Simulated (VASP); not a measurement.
Crystal: SiC.

```
CELL_PARAMETERS angstrom
0.00000 2.18926 2.18926
2.18926 0.00000 2.18926
2.18926 2.18926 0.00000
ATOMIC_POSITIONS crystal
Si 0.75000 0.75000 0.75000
C 0.00000 0.00000 0.00000
```

The cell is a database's computed one.

Program: VASP 6.6.1. Alike in all runs: task band structure; no spin polarisation; cell as given; cutoff (eV) 450; smearing gaussian 0.02 eV.

Task: Order these runs on this cell by their band gap on the k mesh, lowest first.
A. level HSE06; potentials or basis VASP PAW PBE potentials, release 64 (Si, C); k mesh 10 × 10 × 10; grid for exact exchange (PRECFOCK) Fast; screening parameter 0.2 1/A
B. level PBE0; potentials or basis VASP PAW PBE potentials, release 64 (Si, C); k mesh 10 × 10 × 10; grid for exact exchange (PRECFOCK) Fast; exchange at q = 0 truncated
C. level LDA; potentials or basis VASP PAW LDA potentials, release 64 (Si, C); k mesh 14 × 14 × 14
D. level r2SCAN; potentials or basis VASP PAW PBE potentials, release 64 (Si, C); k mesh 14 × 14 × 14

Result: C (1.32 eV), D (1.73 eV), A (2.26 eV), B (2.96 eV).

